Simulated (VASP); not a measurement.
Input:

```xyz
4
Lattice="3.9642 1.9730 1.9730 1.9730 3.9642 1.9730 1.9730 1.9730 3.9642" Properties=species:S:1:pos:R:3 pbc="T T T"
Ni     0.0000     0.0000     0.0000
Ni     3.9551     3.9551     3.9551
O      1.9775     1.9775     1.9775
O      5.9326     5.9326     5.9326
```
Starting moments (μB, in the order of the record's atoms Ni Ni O O): 1.4 -1.4 0.0 0.0.

Level of theory: PBE GGA, VASP's PBE PAW potentials (set 64) (plane waves; VASP 6.6.1). Run with 620 eV cut-off, 9×9×9 Γ-centred mesh, Gaussian smearing of 0.050 eV, potentials Ni O.

Estimate the cell moment, energy per atom (σ→0), pressure.

cell moment: 0.00 μB
energy per atom (σ→0): -5.706 eV/atom
pressure: 44.64 GPa

Give the moment on each site (PAW-sphere projection).

```tsv
site	moment (μB)
Ni1	1.24
Ni2	-1.24
O3	0.00
O4	0.00
```

The compound is NiO in the rock salt, AFM-II order structure. It was relaxed first under an external pressure of 45 GPa.
